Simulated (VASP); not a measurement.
```xyz
4
Lattice="-1.7861 1.7861 6.0468 1.7861 -1.7861 6.0468 1.7861 1.7861 -6.0468" Properties=species:S:1:pos:R:3 pbc="T T T"
Ru     0.0000     0.0000     9.0703
Ru     0.0000     1.7861     0.0000
Te     0.0000     0.0000     2.0076
Te     0.0000     1.7861     5.0310
```

The numbers are results of PBE GGA, VASP's PBE PAW potentials (set 64) (plane waves; VASP), not measurements. Run with 400 eV cut-off, 8×8×8 Γ-centred mesh, Gaussian smearing of 0.050 eV, potentials Ru_pv Te.

### Question
Give the stress tensor in GPa (positive for a compressed cell).

### Answer

```
3.61  0.00  0.00
0.00  3.61  0.00
0.00  0.00  0.35
```
The pressure is its mean diagonal, 2.52 GPa.

The structure was generated: TeRu was put into the NbAs type (I4_1md), which need not be its known phase. The cell was not relaxed at this level. The k-mesh is coarse (spacing up to 0.31 per Å, 2π included), so the numbers may not be converged in it.
